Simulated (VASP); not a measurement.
All values below come from PBEsol GGA, VASP's PBE PAW potentials (set 64) (plane waves; VASP 6.6.1).

Input for VASP

KPOINTS:
```
Automatic mesh
0
Gamma
6 6 6
0 0 0
```

**POSCAR**
```
BaIrO3
4.10090
  1.0000000000   0.0000000000   0.0000000000
  0.0000000000   1.0000000000   0.0000000000
  0.0000000000   0.0000000000   1.0000000000
Ir Ba O
1 1 3
Direct
  0.0000000000   0.0000000000   0.0000000000
  0.5000000000   0.5000000000   0.5000000000
  0.5000000000   0.0000000000   0.0000000000
  0.0000000000   0.5000000000   0.0000000000
  0.0000000000   0.0000000000   0.5000000000
```

INCAR:
```
# general
SYSTEM   =  BaIrO3
PREC     =  Accurate
ENCUT    =  400   # plane-wave cut-off (eV)
LREAL    =  F   # projection in real space or not
LASPH    =  T

# electronic loop
EDIFF    =  1E-6   # SCF stop (eV)
NELM     =  100
ALGO     =  Normal   # blocked Davidson
LMAXMIX  =  6

# smearing
ISMEAR   =  0   # Gaussian
SIGMA    =  0.272   # width (eV)

# functional
GGA      =  PS

# ions
ISIF     =  2   # forces and stress, cell fixed

# output
LWAVE    =  F
LCHARG   =  F
```

POTCAR, in this order: Ir Ba_sv O (PBE.64 set). Program: vasp_std.

The run wrote:

**OSZICAR**
```
       N       E                     dE             d eps       ncg     rms          rms(c)
DAV:   1     0.279344895644E+03    0.27934E+03   -0.16191E+04   896   0.129E+03
DAV:   2    -0.164033786836E+02   -0.29575E+03   -0.28942E+03  1110   0.363E+02
DAV:   3    -0.415228036745E+02   -0.25119E+02   -0.24653E+02  1214   0.103E+02
DAV:   4    -0.422681739177E+02   -0.74537E+00   -0.74367E+00  1252   0.168E+01
DAV:   5    -0.422833034899E+02   -0.15130E-01   -0.15014E-01  1174   0.219E+00    0.320E+01
DAV:   6    -0.361190686481E+02    0.61642E+01   -0.46591E+01  1294   0.546E+01    0.204E+01
DAV:   7    -0.354337115248E+02    0.68536E+00   -0.70725E+00  1272   0.276E+01    0.101E+01
DAV:   8    -0.353101503314E+02    0.12356E+00   -0.83674E-01  1364   0.105E+01    0.341E+00
DAV:   9    -0.352912516987E+02    0.18899E-01   -0.45288E-02  1172   0.253E+00    0.902E-01
DAV:  10    -0.352848474589E+02    0.64042E-02   -0.17628E-02  1302   0.158E+00    0.116E-01
DAV:  11    -0.352848388107E+02    0.86482E-05   -0.27892E-03  1076   0.328E-01    0.544E-02
DAV:  12    -0.352848195148E+02    0.19296E-04   -0.29637E-04  1122   0.112E-01    0.124E-02
DAV:  13    -0.352848225106E+02   -0.29957E-05   -0.99696E-06  1212   0.210E-02    0.586E-03
DAV:  14    -0.352848224879E+02    0.22704E-07   -0.34741E-07   788   0.678E-03
   1 F= -.35284822E+02 E0= -.35196786E+02  d E =-.176072E+00
```

OUTCAR:
```
------------------------ aborting loop because EDIFF is reached ----------------------------------------
  FORCE on cell =-STRESS in cart. coord.  units (eV):
  Direction    XX          YY          ZZ          XY          YZ          ZX
  --------------------------------------------------------------------------------------
  Total       -5.5855872     -5.5855872     -5.5855872     -0.0000000     -0.0000000     -0.0000000
  in kB     -129.7603120   -129.7603120   -129.7603120     -0.0000000     -0.0000000     -0.0000000
  external PRESSURE =    -129.7603120 kB  Pullay stress =       0.0000000 kB
  volume of cell :       68.97
      direct lattice vectors                 reciprocal lattice vectors
     4.100900000  0.000000000  0.000000000     0.243848911  0.000000000  0.000000000
     0.000000000  4.100900000  0.000000000     0.000000000  0.243848911  0.000000000
     0.000000000  0.000000000  4.100900000     0.000000000  0.000000000  0.243848911
 POSITION                                       TOTAL-FORCE (eV/Angst)
 -----------------------------------------------------------------------------------
      0.00000      0.00000      0.00000         0.000000      0.000000      0.000000
      2.05045      2.05045      2.05045         0.000000      0.000000      0.000000
      2.05045      0.00000      0.00000         0.000000      0.000000      0.000000
      0.00000      2.05045      0.00000         0.000000      0.000000      0.000000
      0.00000      0.00000      2.05045         0.000000      0.000000      0.000000
 -----------------------------------------------------------------------------------
    total drift:                                0.000000      0.000000     -0.000000
  FREE ENERGIE OF THE ION-ELECTRON SYSTEM (eV)
  ---------------------------------------------------
  free  energy   TOTEN  =       -35.2848224879 eV

  energy  without entropy=      -35.1087502297  energy(sigma->0) =      -35.19678636
```
(Selected blocks of OUTCAR.)

**OUTCAR**
```
 val. band max:        4.5268526464   @ k =   0.1667   0.1667   0.0000

 cond. band min:       4.5533126102   @ k =   0.5000   0.5000   0.1667


 Fermi energy:         4.5465161815

 k-point     1 :       0.0000    0.0000    0.0000
  band No.  band energies     occupation
      1     -21.8672      2.00000
      2     -14.3841      2.00000
      3     -13.6276      2.00000
      4     -13.6276      2.00000
      5      -7.0311      2.00000
      6      -7.0311      2.00000
      7      -7.0311      2.00000
      8      -0.1087      2.00000
      9      -0.1087      2.00000
     10      -0.1087      2.00000
     11       1.5567      2.00000
     12       1.5567      2.00000
     13       1.5567      2.00000
     14       1.7827      2.00000
     15       1.7827      2.00000
     16       1.7827      2.00000
     17       2.3698      2.00000
     18       2.3698      2.00000
     19       2.3698      2.00000
     20       3.9800      1.99678
     21       3.9801      1.99677
     22       7.9123      0.00000

 k-point     2 :       0.1667    0.0000    0.0000
  band No.  band energies     occupation
      1     -21.8457      2.00000
      2     -14.3717      2.00000
      3     -13.6228      2.00000
      4     -13.5895      2.00000
      5      -7.0003      2.00000
      6      -7.0003      2.00000
      7      -6.9655      2.00000
      8      -1.0913      2.00000
      9      -0.1638      2.00000
     10      -0.1638      2.00000
     11       0.7142      2.00000
     12       0.7142      2.00000
     13       1.5763      2.00000
     14       1.5780      2.00000
     15       1.7016      2.00000
     16       2.0490      2.00000
     17       2.0490      2.00000
     18       3.0101      2.00000
     19       3.0101      2.00000
     20       3.9814      1.99670
     21       5.1216      0.00279
     22       8.3577      0.00000

 k-point     3 :       0.3333    0.0000    0.0000
  band No.  band energies     occupation
      1     -21.8020      2.00000
...
```

At this cut-off the stress carries a Pulay error, which pulls relaxed volumes low.  Unless said otherwise, spin-orbit coupling is left out, though it shifts the bands of the heavy elements here.

The structure comes from a measured BaIrO3 entry of the Crystallography Open Database, whose conditions weren't checked. The cell was not relaxed at this level. The run is one of a series of settings (KPOINTS 6×6×6 Γ-centred mesh against the base run), some of them coarse on purpose. The electron count is odd and the run is not spin-polarised, which forces a metal.
